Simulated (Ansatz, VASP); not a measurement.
## TiO2: VASP beside Ansatz

Wanted: the spread between two codes on one cell, functional and k mesh. The cell is taken from a series of runs on this material, whose earlier steps may have relaxed, scaled, displaced or heated it; both programs get it as it stands.

Calculated with Ansatz 0.2.0; plane waves, with VASP 6.6.1 beside it; dielectric response at LDA.

### Step 1. Set-up

Symmetry: C2/c, No. 15, monoclinic system. The conventional cell has a = 5.412 Å, b = 5.413 Å, c = 5.472 Å, α = 90.00°, β = 118.77°, γ = 90.00°. Nearest to Ti lie 6 O at 1.93 to 2.00 Å. Nearest to O lie 3 Ti at 1.93 to 2.00 Å. Farther neighbours and most contacts between anions are not listed.

Structure file:

```xyz
6
Lattice="2.7060 -2.7067 0.0000 2.7060 2.7067 0.0000 -2.6335 0.0000 4.7966" Properties=species:S:1:pos:R:3 pbc="T T T"
Ti    2.0477    1.9807    1.1992
Ti    0.7309   -1.9807    3.5975
O    -0.6205   -0.6563    3.2001
O     3.3990    0.6563    1.5966
O     2.0823   -0.6563    3.9949
O     0.6963    0.6563    0.8018
```

### Step 2. VASP: dielectric response, LDA

The response to a field tests empty states and converges slowly with the mesh.

Lines of VASP's logs that name or quote its potential files are left out, and so is its time.

INCAR

```
SYSTEM = TiO2
PREC = Accurate
ENCUT = 520
EDIFF = 1E-08
NELM = 120
ISMEAR = 0
SIGMA = 0.01
LREAL = .FALSE.
ALGO = Normal
GGA = PW92
NBANDS = 30
LASPH = .TRUE.
LORBIT = 11
LWAVE = .FALSE.
LCHARG = .FALSE.
ISIF = 2
LEPSILON = .TRUE.
GGA_COMPAT = .FALSE.
EFERMI = MIDGAP
KPAR = 2
```

POSCAR

```
TiO2
1.0
    2.7060340000     -2.7066550000      0.0000000000
    2.7060340000      2.7066550000      0.0000000000
   -2.6335310000      0.0000000000      4.7966370000
Ti O
2 4
Direct
    0.1341100000      0.8658900000      0.2500000000
    0.8658900000      0.1341100000      0.7500000000
    0.3312210000      0.0887550000      0.6671490000
    0.6687790000      0.9112450000      0.3328510000
    0.9112450000      0.6687790000      0.8328510000
    0.0887550000      0.3312210000      0.1671490000
```

KPOINTS

```
Automatic mesh
0
Gamma
6 6 4
0 0 0
```

Potentials, in the order of the species: Ti_sv and O (LDA family, release 64).

On the command line:

```bash
mpirun -np 2 vasp_std
```

Numbers of over 12 decimals in the logs are rounded to 6 here.

What it wrote:

```text
[banner, memory and clock lines left out]
running    2 mpi-ranks, on    1 nodes
 distrk:  each k-point on    1 cores,    2 groups
 distr:  one band on    1 cores,    1 groups

 POSCAR found type information on POSCAR TiO
 POSCAR found :  2 types and       6 ions
|                                                                             |
|               ----> ADVICE to this user running VASP <----                  |
|                                                                             |
|     You enforced a specific xc type in the INCAR file but a different       |
|     [... a line on the potential file left out ...]
|     I HOPE YOU KNOW WHAT YOU ARE DOING!                                     |
|                                                                             |

 LDA part: xc-table for (Slater(with rela. corr.)+PW92), standard interpolation
 POSCAR, INCAR and KPOINTS ok, starting setup
 FFT: planning ... GRIDC
 FFT: planning ... GRID_SOFT
 FFT: planning ... GRID
 WAVECAR not read
 entering main loop
       N       E                     dE             d eps       ncg     rms          rms(c)
DAV:   1     0.666431679138E+03    0.66643E+03   -0.25005E+04  2820   0.185E+03
DAV:   2     0.377172155033E+02   -0.62871E+03   -0.59626E+03  3048   0.553E+02
DAV:   3    -0.695556357125E+02   -0.10727E+03   -0.10566E+03  4194   0.204E+02
DAV:   4    -0.754591960282E+02   -0.59036E+01   -0.58976E+01  4100   0.476E+01
DAV:   5    -0.757660459364E+02   -0.30685E+00   -0.30680E+00  3814   0.821E+00    0.306E+01
DAV:   6    -0.596257871500E+02    0.16140E+02   -0.10665E+02  3646   0.954E+01    0.123E+01
DAV:   7    -0.590378564356E+02    0.58793E+00   -0.18217E+01  3620   0.348E+01    0.820E+00
DAV:   8    -0.587330690417E+02    0.30479E+00   -0.25862E+00  3440   0.158E+01    0.302E+00
DAV:   9    -0.586978829538E+02    0.35186E-01   -0.45078E-01  4172   0.544E+00    0.113E+00
DAV:  10    -0.586998545030E+02   -0.19715E-02   -0.71753E-02  3236   0.245E+00    0.350E-01
DAV:  11    -0.586978709551E+02    0.19835E-02   -0.15257E-02  3092   0.767E-01    0.944E-02
DAV:  12    -0.586978566887E+02    0.14266E-04   -0.14399E-03  3130   0.330E-01    0.508E-02
DAV:  13    -0.586978366952E+02    0.19993E-04   -0.15761E-04  3628   0.119E-01    0.763E-03
DAV:  14    -0.586978371662E+02   -0.47101E-06   -0.11887E-05  3354   0.270E-02    0.555E-03
DAV:  15    -0.586978369501E+02    0.21615E-06   -0.26245E-06  4254   0.148E-02    0.189E-03
DAV:  16    -0.586978368962E+02    0.53873E-07   -0.35762E-07  3502   0.595E-03    0.336E-04
DAV:  17    -0.586978368987E+02   -0.24875E-08   -0.11006E-08  2096   0.990E-04
   1 F= -.58697837E+02 E0= -.58697837E+02  d E =0.000000E+00
 Linear response reoptimize wavefunctions to high precision
DAV:   1    -0.586978368968E+02    0.19027E-08   -0.97083E-09  2570   0.112E-03
DAV:   2    -0.586978368969E+02   -0.14552E-09   -0.90399E-10  1410   0.259E-04
DAV:   3    -0.586978368969E+02   -0.18190E-11   -0.23284E-10  1410   0.115E-04
 Linear response G [H, r] |phi>, progress :
  Direction:   1
       N       E                     dE             d eps       ncg     rms
RMM:   1    -0.225006777252E+03   -0.22501E+03   -0.40405E+03  3226   0.103E+03
RMM:   2    -0.181105272225E+03    0.43902E+02   -0.19433E+02  5082   0.930E+01
RMM:   3    -0.187990393642E+03   -0.68851E+01   -0.46873E+01  6767   0.311E+01
RMM:   4    -0.189189900764E+03   -0.11995E+01   -0.10960E+01  7459   0.139E+01
RMM:   5    -0.189457053257E+03   -0.26715E+00   -0.24553E+00  7577   0.673E+00
RMM:   6    -0.189564106554E+03   -0.10705E+00   -0.85332E-01  7510   0.357E+00
RMM:   7    -0.189595737538E+03   -0.31631E-01   -0.27726E-01  7506   0.192E+00
RMM:   8    -0.189606968346E+03   -0.11231E-01   -0.13130E-01  7607   0.117E+00
RMM:   9    -0.189610402747E+03   -0.34344E-02   -0.47587E-02  7630   0.702E-01
RMM:  10    -0.189612281600E+03   -0.18789E-02   -0.16264E-02  7664   0.457E-01
RMM:  11    -0.189613467658E+03   -0.11861E-02   -0.74873E-03  7660   0.301E-01
RMM:  12    -0.189614174698E+03   -0.70704E-03   -0.49614E-03  7627   0.208E-01
RMM:  13    -0.189614573371E+03   -0.39867E-03   -0.16804E-03  7621   0.146E-01
RMM:  14    -0.189614804726E+03   -0.23135E-03   -0.14564E-03  7587   0.106E-01
RMM:  15    -0.189614970073E+03   -0.16535E-03   -0.10851E-03  7484   0.778E-02
RMM:  16    -0.189615061408E+03   -0.91335E-04   -0.12411E-03  7319   0.585E-02
RMM:  17    -0.189615155432E+03   -0.94024E-04   -0.97647E-04  7212   0.443E-02
RMM:  18    -0.189615194450E+03   -0.39018E-04   -0.42968E-04  7102   0.342E-02
RMM:  19    -0.189615245966E+03   -0.51516E-04   -0.60614E-04  7010   0.266E-02
RMM:  20    -0.189615265943E+03   -0.19977E-04   -0.28661E-04  6868   0.209E-02
RMM:  21    -0.189615297963E+03   -0.32020E-04   -0.43259E-04  6643   0.165E-02
RMM:  22    -0.189615308710E+03   -0.10747E-04   -0.43777E-04  6388   0.133E-02
[...]
RMM:   1    -0.108839404747E+01   -0.10884E+01   -0.40513E+00  4922   0.128E+01
RMM:   2    -0.120743624403E+01   -0.11904E+00   -0.20260E-01  5343   0.277E+00
RMM:   3    -0.121998716468E+01   -0.12551E-01   -0.65662E-02  6442   0.898E-01
RMM:   4    -0.122157731273E+01   -0.15901E-02   -0.13607E-02  7147   0.407E-01
RMM:   5    -0.122206052532E+01   -0.48321E-03   -0.30447E-03  7142   0.184E-01
[...]
dielectric tensor                  component  3 :     0.324    -0.011     6.927
 Linear response to external field, progress :
  Direction:   1
       N       E                     dE             d eps       ncg     rms          rms(c)
RMM:   1    -0.109025564257E+01   -0.10903E+01   -0.40532E+00  4848   0.128E+01
RMM:   2    -0.121292407519E+01   -0.12267E+00   -0.20528E-01  5509   0.280E+00    0.146E+00
RMM:   3    -0.119656715841E+01    0.16357E-01   -0.77250E-02  5829   0.176E+00    0.798E-01
RMM:   4    -0.120886285493E+01   -0.12296E-01   -0.38756E-02  6100   0.126E+00    0.282E-01
RMM:   5    -0.121954845110E+01   -0.10686E-01   -0.16163E-02  6670   0.668E-01    0.112E-01
RMM:   6    -0.122405497884E+01   -0.45065E-02   -0.44753E-03  6714   0.340E-01    0.306E-02
RMM:   7    -0.122489733710E+01   -0.84236E-03   -0.15747E-03  7057   0.165E-01    0.187E-02
RMM:   8    -0.122523995328E+01   -0.34262E-03   -0.38647E-04  6658   0.849E-02    0.752E-03
RMM:   9    -0.122531091184E+01   -0.70959E-04   -0.12744E-04  7110   0.432E-02    0.417E-03
RMM:  10    -0.122531937523E+01   -0.84634E-05   -0.40941E-05  7102   0.231E-02    0.232E-03
RMM:  11    -0.122532979107E+01   -0.10416E-04   -0.21803E-05  6771   0.125E-02    0.753E-04
RMM:  12    -0.122533303364E+01   -0.32426E-05   -0.81606E-06  7210   0.686E-03    0.416E-04
RMM:  13    -0.122533235048E+01    0.68316E-06   -0.81535E-06  7311   0.370E-03    0.169E-04
RMM:  14    -0.122532837347E+01    0.39770E-05   -0.25037E-06  7257   0.215E-03    0.265E-04
RMM:  15    -0.122533021480E+01   -0.18413E-05   -0.18463E-06  7055   0.118E-03    0.131E-04
RMM:  16    -0.122533205753E+01   -0.18427E-05   -0.10967E-06  7221   0.694E-04    0.231E-05
RMM:  17    -0.122533111969E+01    0.93784E-06   -0.45312E-07  7198   0.394E-04    0.590E-05
RMM:  18    -0.122533160659E+01   -0.48690E-06   -0.15255E-07  6377   0.233E-04    0.226E-05
RMM:  19    -0.122533187883E+01   -0.27224E-06   -0.32380E-07  5875   0.140E-04    0.601E-06
 change of polarisation eV/A/(eV/A) component  1 :     2.367     0.386     0.137
 dielectric tensor                  component  1 :     7.097     0.995     0.353
 Linear response to external field, progress :
  Direction:   2
       N       E                     dE             d eps       ncg     rms          rms(c)
RMM:   1    -0.108839404747E+01   -0.10884E+01   -0.40513E+00  4922   0.128E+01
RMM:   2    -0.120743890774E+01   -0.11904E+00   -0.20263E-01  5340   0.277E+00    0.149E+00
RMM:   3    -0.118725023896E+01    0.20189E-01   -0.76481E-02  5611   0.200E+00    0.837E-01
RMM:   4    -0.119564369568E+01   -0.83935E-02   -0.39780E-02  6009   0.135E+00    0.416E-01
RMM:   5    -0.121068485305E+01   -0.15041E-01   -0.17541E-02  6320   0.828E-01    0.114E-01
RMM:   6    -0.121575277103E+01   -0.50679E-02   -0.74810E-03  6939   0.406E-01    0.399E-02
RMM:   7    -0.121688365625E+01   -0.11309E-02   -0.18696E-03  6874   0.189E-01    0.235E-02
RMM:   8    -0.121723550007E+01   -0.35184E-03   -0.53929E-04  6708   0.104E-01    0.768E-03
RMM:   9    -0.121721369462E+01    0.21805E-04   -0.18830E-04  7168   0.534E-02    0.536E-03
RMM:  10    -0.121724649192E+01   -0.32797E-04   -0.94162E-05  7075   0.287E-02    0.312E-03
RMM:  11    -0.121728736027E+01   -0.40868E-04   -0.47223E-05  6827   0.161E-02    0.226E-03
RMM:  12    -0.121725383569E+01    0.33525E-04   -0.20517E-05  6972   0.972E-03    0.847E-04
RMM:  13    -0.121725507423E+01   -0.12385E-05   -0.15088E-05  7244   0.509E-03    0.492E-04
RMM:  14    -0.121725710784E+01   -0.20336E-05   -0.87633E-06  7290   0.279E-03    0.974E-05
RMM:  15    -0.121725682143E+01    0.28641E-06   -0.44654E-06  7290   0.151E-03    0.715E-05
RMM:  16    -0.121725771916E+01   -0.89773E-06   -0.21794E-06  7118   0.847E-04    0.381E-05
RMM:  17    -0.121725707923E+01    0.63993E-06   -0.18731E-06  7093   0.493E-04    0.600E-05
RMM:  18    -0.121725763508E+01   -0.55585E-06   -0.95867E-07  6555   0.293E-04    0.111E-05
RMM:  19    -0.121725776219E+01   -0.12711E-06   -0.65336E-07  5988   0.169E-04    0.802E-06
 change of polarisation eV/A/(eV/A) component  2 :     0.386     2.352     0.004
 dielectric tensor                  component  2 :     0.995     7.056     0.010
 Linear response to external field, progress :
  Direction:   3
       N       E                     dE             d eps       ncg     rms          rms(c)
RMM:   1    -0.101732329120E+01   -0.10173E+01   -0.33309E+00  4853   0.128E+01
RMM:   2    -0.113613412546E+01   -0.11881E+00   -0.23967E-01  5323   0.269E+00    0.182E+00
RMM:   3    -0.109203734678E+01    0.44097E-01   -0.42866E-01  5439   0.328E+00    0.105E+00
RMM:   4    -0.108518975897E+01    0.68476E-02   -0.52254E-02  5905   0.149E+00    0.513E-01
RMM:   5    -0.110474541931E+01   -0.19556E-01   -0.21286E-02  5884   0.995E-01    0.151E-01
RMM:   6    -0.110917578267E+01   -0.44304E-02   -0.10187E-02  6312   0.541E-01    0.791E-02
RMM:   7    -0.111093419760E+01   -0.17584E-02   -0.42269E-03  6598   0.279E-01    0.273E-02
RMM:   8    -0.111154700390E+01   -0.61281E-03   -0.10067E-03  6622   0.138E-01    0.211E-02
RMM:   9    -0.111165277064E+01   -0.10577E-03   -0.48123E-04  6502   0.804E-02    0.721E-03
RMM:  10    -0.111172754761E+01   -0.74777E-04   -0.18405E-04  6977   0.417E-02    0.399E-03
RMM:  11    -0.111179024921E+01   -0.62702E-04   -0.11569E-04  6820   0.223E-02    0.218E-03
RMM:  12    -0.111176189704E+01    0.28352E-04   -0.11278E-05  7180   0.117E-02    0.140E-03
RMM:  13    -0.111176304106E+01   -0.11440E-05   -0.36791E-05  7287   0.621E-03    0.173E-03
RMM:  14    -0.111174214022E+01    0.20901E-04   -0.99492E-06  6462   0.389E-03    0.297E-03
RMM:  15    -0.111176133908E+01   -0.19199E-04   -0.12389E-05  5842   0.357E-03    0.104E-03
RMM:  16    -0.111177684788E+01   -0.15509E-04   -0.13883E-05  6172   0.246E-03    0.326E-04
RMM:  17    -0.111177334566E+01    0.35022E-05   -0.28741E-06  6892   0.107E-03    0.130E-04
RMM:  18    -0.111177405394E+01   -0.70828E-06   -0.57797E-06  7120   0.576E-04    0.128E-04
RMM:  19    -0.111177373116E+01    0.32278E-06   -0.71251E-07  6801   0.328E-04    0.597E-05
RMM:  20    -0.111177330806E+01    0.42310E-06   -0.13907E-06  6826   0.194E-04    0.206E-05
RMM:  21    -0.111177314665E+01    0.16141E-06   -0.31526E-07  5346   0.102E-04    0.955E-06
 change of polarisation eV/A/(eV/A) component  3 :     0.137    -0.003     2.140
 dielectric tensor                  component  3 :     0.353    -0.009     6.510
 Born effective charges drift removed
```

From OUTCAR (step 2):

```text
ion  position               nearest neighbor table
   1  0.134  0.866  0.250-   4 1.93   6 1.93   6 1.98   4 1.98   3 2.00   5 2.00
   2  0.866  0.134  0.750-   5 1.93   3 1.93   5 1.98   3 1.98   6 2.00   4 2.00
   3  0.331  0.089  0.667-   2 1.93   2 1.98   1 2.00
   4  0.669  0.911  0.333-   1 1.93   1 1.98   2 2.00
   5  0.911  0.669  0.833-   2 1.93   2 1.98   1 2.00
   6  0.089  0.331  0.167-   1 1.93   1 1.98   2 2.00

  LATTYP: Found a base centered monoclinic cell.
 ALAT       =     5.4120680000
 B/A-ratio  =     1.0002294871
 C/A-ratio  =     1.0110809974
 COS(beta)  =    -0.4812705001

 Subroutine GETGRP returns: Found  4 space group operations
 (whereof  2 operations were pure point group operations)

The static configuration has the point symmetry S_2 .
 The point group associated with its full space group is C_2h.

 Found     47 irreducible k-points:

   k-points           NKPTS =     47   k-points in BZ     NKDIM =     47   number of bands    NBANDS=     30

   dimension x,y,z NGX =    28 NGY =   28 NGZ =   42
   dimension x,y,z NGXF=    56 NGYF=   56 NGZF=   84

   ENCUT  =  520.0 eV  38.22 Ry    6.18 a.u.   7.12  7.12 10.17*2*pi/ulx,y,z

   NELECT =      48.0000    total number of electrons

 k-points in reciprocal lattice and weights: Automatic mesh
   0.00000000  0.00000000  0.00000000       0.007
   0.16666667  0.00000000  0.00000000       0.028
   0.33333333  0.00000000  0.00000000       0.028
   0.50000000  0.00000000  0.00000000       0.014
   0.16666667  0.16666667  0.00000000       0.014
   0.33333333  0.16666667  0.00000000       0.028
   0.50000000  0.16666667  0.00000000       0.028
  -0.33333333  0.16666667  0.00000000       0.028
  -0.16666667  0.16666667  0.00000000       0.014
[...]
-0.33333333  0.33333333  0.50000000       0.014
   0.50000000  0.50000000  0.50000000       0.007

 average (electrostatic) potential at core
       1 -77.7195       2 -77.7195       3 -71.7789       4 -71.7789       5 -71.7789
       6 -71.7789

  Total       -5.3324642     -5.3476308     -5.2214269      0.0000000      0.0000000     -0.1866280
  in kB     -121.5921479   -121.9379815   -119.0602481      0.0000000      0.0000000     -4.2555365
  external PRESSURE =    -120.8634592 kB  Pullay stress =       0.0000000 kB

  energy-cutoff  :      520.00
  volume of cell :       70.26
      direct lattice vectors                 reciprocal lattice vectors
     2.706034000 -2.706655000  0.000000000     0.184772253 -0.184729860  0.101446796
     2.706034000  2.706655000  0.000000000     0.184772253  0.184729860  0.101446796
    -2.633531000  0.000000000  4.796637000     0.000000000  0.000000000  0.208479399

 POSITION                                       TOTAL-FORCE (eV/Angst)
 -----------------------------------------------------------------------------------
      2.04765      1.98068      1.19916        -0.000000      0.065306     -0.000000
      0.73089     -1.98068      3.59748        -0.000000     -0.065306     -0.000000
     -0.62049     -0.65627      3.20007         0.012173     -0.045694     -0.316996
      3.39903      0.65627      1.59657        -0.012173      0.045694      0.316996
      2.08226     -0.65627      3.99488        -0.012173     -0.045694      0.316996
      0.69628      0.65627      0.80175         0.012173      0.045694     -0.316996
 -----------------------------------------------------------------------------------
    total drift:                               -0.000000      0.000000     -0.000000

 MACROSCOPIC STATIC DIELECTRIC TENSOR (including local field effects in DFT)
 ------------------------------------------------------
           7.096868     0.000000     0.353086
           0.000000     7.056274     0.000000
           0.353085     0.000000     6.510372
 ------------------------------------------------------

 PIEZOELECTRIC TENSOR (including local field effects)  for field in x, y, z        (C/m^2)
          XX          YY          ZZ          XY          YZ          ZX
  --------------------------------------------------------------------------------
  x     0.00000     0.00000     0.00000     0.00000     0.00000     0.00000
  y     0.00000     0.00000     0.00000     0.00000     0.00000     0.00000
  z     0.00000     0.00000     0.00000     0.00000     0.00000     0.00000

 BORN EFFECTIVE CHARGES (including local field effects) (in |e|, cummulative output)
 ---------------------------------------------------------------------------------
 ion    1
    1     6.60021     0.00000     0.38641
    2     0.00000     6.55223     0.00000
    3     0.37770     0.00000     5.77917
 ion    2
    1     6.60021     0.00000     0.38641
    2     0.00000     6.55223     0.00000
    3     0.37770     0.00000     5.77917
 ion    3
    1    -3.30010     2.16015    -0.19321
    2     2.15140    -3.27611     0.04498
    3    -0.18885     0.05600    -2.88959
 ion    4
    1    -3.30010     2.16015    -0.19321
    2     2.15140    -3.27611     0.04498
    3    -0.18885     0.05600    -2.88959
 ion    5
    1    -3.30010    -2.16015    -0.19321
    2    -2.15140    -3.27611    -0.04498
    3    -0.18885    -0.05600    -2.88959
 ion    6
    1    -3.30010    -2.16015    -0.19321
    2    -2.15140    -3.27611    -0.04498
    3    -0.18885    -0.05600    -2.88959
```

The dielectric response converges more slowly with the mesh than energies do, so tensor and charges may still move on a finer one.

(Part 1 of 2 ends here.)

[Lines on the potential files, build, host, timing and source positions are cut from VASP's logs without a mark.]

[Logs are printed without paths, hosts, clocks, repeated set-up lines and the standing remarks that a program may print on its own settings, such as how far it seeks lower states.]

[Hosts, paths, dates, database ids (printed as entryN), source tags and the programs' standing remarks are cut or masked in the printed files.]
